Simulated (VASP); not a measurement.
A run of VASP 6.6.1:

INCAR

```
SYSTEM = ZnO
ALGO     = Normal         ! electronic algorithm
EDIFF    = 1E-6           ! SCF threshold, eV
EDIFFG   = -0.01          ! ionic threshold
ENCUT    = 600            ! plane-wave cutoff, eV
IBRION   = 2              ! ionic algorithm
ISIF     = 3              ! what is computed and relaxed
ISMEAR   = 0              ! smearing method
LASPH    = .True.         ! aspherical terms in the spheres
LCHARG   = .False.        ! write CHGCAR
LMIXTAU  = .True.       
LREAL    = .False.        ! projectors in reciprocal space
LWAVE    = .False.        ! write WAVECAR
METAGGA  = R2SCAN         ! meta-GGA
NELM     = 80             ! most SCF steps
NSW      = 90             ! ionic steps
PREC     = Accurate       ! precision mode
SIGMA    = 0.03           ! smearing width, eV
```

The input KPOINTS:

```
k-points
0
Gamma
  9 9 5
  0 0 0
```

File POSCAR:

```
ZnO
1.0
    3.2493080000      0.0000000000      0.0000000000
   -1.6246540000      2.8139832700      0.0000000000
    0.0000000000      0.0000000000      5.2057090000
Zn O
2 2
Direct
    0.3333333300      0.6666666700      0.5000000000
    0.6666666700      0.3333333300      0.0000000000
    0.6666666700      0.3333333300      0.3790100000
    0.3333333300      0.6666666700      0.8790100000
```

Potentials or basis: VASP PAW PBE potentials, release 64 (Zn, O).

Command:

```sh
$ cat potpaw_PBE.64/Zn/POTCAR potpaw_PBE.64/O/POTCAR > POTCAR
$ mpirun -np 1 vasp_std > vasp.out
```

Hardware: 1 thread of Intel(R) Xeon(R) 6975P-C (Granite Rapids) (shared host).

**Question.** How long does it take, and how much memory?

**Answer.** Run time: 7.1 min on 1 thread of Intel(R) Xeon(R) 6975P-C (Granite Rapids), on a shared host, peak memory 0.21 GiB. Counts: scf iterations 76, k points 36, ion steps 7.
